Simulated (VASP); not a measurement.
Method: PBE GGA with D3 dispersion (Becke-Johnson damping), VASP's PBE PAW potentials (set 64) (plane waves; VASP 6.6.1).

The input files of a VASP run:

**INCAR**
```
ALGO  =  Normal
EDIFF  =  1E-7
ENCUT  =  520
GGA  =  PE
ISIF  =  2
ISMEAR  =  0
IVDW  =  12
LASPH  =  .TRUE.
LCHARG  =  .FALSE.
LREAL  =  .FALSE.
LWAVE  =  .FALSE.
NELM  =  100
PREC  =  Accurate
SIGMA  =  0.05
SYSTEM  =  BN
```

### KPOINTS
```
kpoints
0
gamma
  12 12 12
0 0 0
```

**POSCAR**
```
BN
1
    0.0000000000     1.8390479521     1.8390479521
    1.8390479521     0.0000000000     1.8390479521
    1.8390479521     1.8390479521     0.0000000000
B N
1 1
Direct
  0.0000000000   0.0000000000   0.0000000000
  0.2500000000   0.2500000000   0.2500000000
```

POTCAR, in this order: B N (PBE.64 set). Program: vasp_std.

The resulting files:

### OSZICAR
```
       N       E                     dE             d eps       ncg     rms          rms(c)
DAV:   1     0.760132106412E+01    0.76013E+01   -0.50816E+03  1224   0.985E+02
DAV:   2    -0.181242592379E+02   -0.25726E+02   -0.24477E+02  1640   0.166E+02
DAV:   3    -0.183152026804E+02   -0.19094E+00   -0.19094E+00  1312   0.180E+01
DAV:   4    -0.183154633518E+02   -0.26067E-03   -0.26067E-03  1584   0.533E-01
DAV:   5    -0.183154634071E+02   -0.55296E-07   -0.55284E-07  1272   0.675E-03    0.642E+00
DAV:   6    -0.174972648373E+02    0.81820E+00   -0.35123E+00  1480   0.134E+01    0.312E+00
DAV:   7    -0.174392334559E+02    0.58031E-01   -0.72129E-02  1448   0.271E+00    0.184E+00
DAV:   8    -0.174262686872E+02    0.12965E-01   -0.38766E-02  1368   0.178E+00    0.166E-01
DAV:   9    -0.174264480952E+02   -0.17941E-03   -0.63956E-04  1248   0.254E-01    0.715E-02
DAV:  10    -0.174265301908E+02   -0.82096E-04   -0.14457E-04  1664   0.121E-01    0.149E-02
DAV:  11    -0.174265355070E+02   -0.53162E-05   -0.96330E-06  1344   0.295E-02    0.734E-03
DAV:  12    -0.174265354568E+02    0.50123E-07   -0.17553E-06  1392   0.107E-02    0.487E-04
DAV:  13    -0.174265354773E+02   -0.20468E-07   -0.31091E-08   584   0.202E-03
   1 F= -.17823739E+02 E0= -.17823739E+02  d E =-.191399E-13
```

OUTCAR:
```
------------------------ aborting loop because EDIFF is reached ----------------------------------------
 Edisp (eV)   -0.39720
  FORCE on cell =-STRESS in cart. coord.  units (eV):
  Direction    XX          YY          ZZ          XY          YZ          ZX
  --------------------------------------------------------------------------------------
  Total      -1.55555    -1.55555    -1.55555     0.00000    -0.00000     0.00000
  in kB    -200.34859  -200.34859  -200.34859     0.00000    -0.00000     0.00000
  external pressure =     -200.35 kB  Pullay stress =        0.00 kB
  volume of cell :       12.44
      direct lattice vectors                 reciprocal lattice vectors
     0.000000000  1.839047952  1.839047952    -0.271879806  0.271879806  0.271879806
     1.839047952  0.000000000  1.839047952     0.271879806 -0.271879806  0.271879806
     1.839047952  1.839047952  0.000000000     0.271879806  0.271879806 -0.271879806
  FREE ENERGIE OF THE ION-ELECTRON SYSTEM (eV)
  ---------------------------------------------------
  free  energy   TOTEN  =       -17.8237392067 eV

  energy  without entropy=      -17.8237392067  energy(sigma->0) =      -17.82373921
```
(Selected blocks of OUTCAR.)

OUTCAR:
```
 val. band max:        6.7770363918   @ k =   0.0000   0.0000   0.0000

 cond. band min:      11.1794065314   @ k =   0.5000   0.5000   0.0000


 Fermi energy:         7.0097525363

 k-point     1 :       0.0000    0.0000    0.0000
  band No.  band energies     occupation
      1     -12.8755      2.00000
      2       6.7770      2.00000
      3       6.7770      2.00000
      4       6.7770      2.00000
      5      15.3501      0.00000
      6      15.3501      0.00000
      7      15.3501      0.00000
      8      16.2949      0.00000

 k-point     2 :       0.0833    0.0000    0.0000
  band No.  band energies     occupation
      1     -12.7135      2.00000
      2       5.8942      2.00000
      3       6.6065      2.00000
      4       6.6065      2.00000
      5      15.4710      0.00000
      6      15.6086      0.00000
      7      15.6086      0.00000
      8      16.9161      0.00000

 k-point     3 :       0.1667    0.0000    0.0000
  band No.  band energies     occupation
      1     -12.2343      2.00000
      2       3.8692      2.00000
      3       6.1901      2.00000
      4       6.1901      2.00000
      5      15.6652      0.00000
      6      16.2128      0.00000
      7      16.2128      0.00000
      8      18.3009      0.00000

 k-point     4 :       0.2500    0.0000    0.0000
  band No.  band energies     occupation
      1     -11.4625      2.00000
      2       1.4986      2.00000
      3       5.7076      2.00000
      4       5.7076      2.00000
      5      15.8803      0.00000
      6      16.7999      0.00000
      7      16.7999      0.00000
      8      19.6747      0.00000

 k-point     5 :       0.3333    0.0000    0.0000
  band No.  band energies     occupation
      1     -10.4634      2.00000
      2      -0.7878      2.00000
      3       5.2946      2.00000
      4       5.2946      2.00000
      5      16.0759      0.00000
      6      17.1171      0.00000
      7      17.1171      0.00000
...
```

The compound is BN in the zinc blende structure. This cell is one point of a volume scan, at 1.06 of the reference volume.
